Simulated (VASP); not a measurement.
Here is the system:

```xyz
2
Lattice="1.4624 -2.5330 0.0000 1.4624 2.5330 0.0000 0.0000 0.0000 2.8484" Properties=species:S:1:pos:R:3 pbc="T T T"
W      0.0000     0.0000     0.0000
C      1.4624     0.8443     1.4242
```

Calculation: PBE GGA, VASP's PBE PAW potentials (set 64) (plane waves; VASP). Settings: 520 eV cut-off, Gaussian smearing of 0.050 eV, potentials W_sv C.

Unless said otherwise, spin-orbit coupling is left out, though it shifts the bands of the heavy elements here.

Question: What does the run give for the band gap (along the path) with the smallest direct gap where there is one?

Answer: 
```yaml
band gap (along the path): none (metal, semimetal or under 0.01 eV)
```

Total energies compare only between runs with the same potentials, cut-off and functional.

The compound is WC in the wc structure. It was relaxed first.
